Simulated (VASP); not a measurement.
Input:

```
AgCl
1.0
    0.00000     2.80050     2.80050
    2.80050     0.00000     2.80050
    2.80050     2.80050     0.00000
Ag Cl
1 1
Direct
  0.00000   0.00000   0.00000
  0.50000   0.50000   0.50000
```

The numbers are results of HSE06 screened hybrid, VASP's PBE PAW potentials (set 64) (plane waves; VASP), not measurements. Numerical set-up: 520 eV cut-off, 6×6×6 Γ-centred mesh, Gaussian smearing of 0.050 eV, potentials Ag Cl.

Problem. Give the energy at these volumes per atom, relative to the lowest: 20.05, 20.71, 21.37, 22.03, 22.69 Å³.

Solution. 26.2, 10.6, 2.2, 0.0, 2.9 meV/atom. A third-order Birch-Murnaghan fit gives B0 = 42.2 GPa and B0′ = 4.7.

The compound is AgCl in the rock salt structure. It was relaxed first. The cell's shape comes from a PBE relaxation.
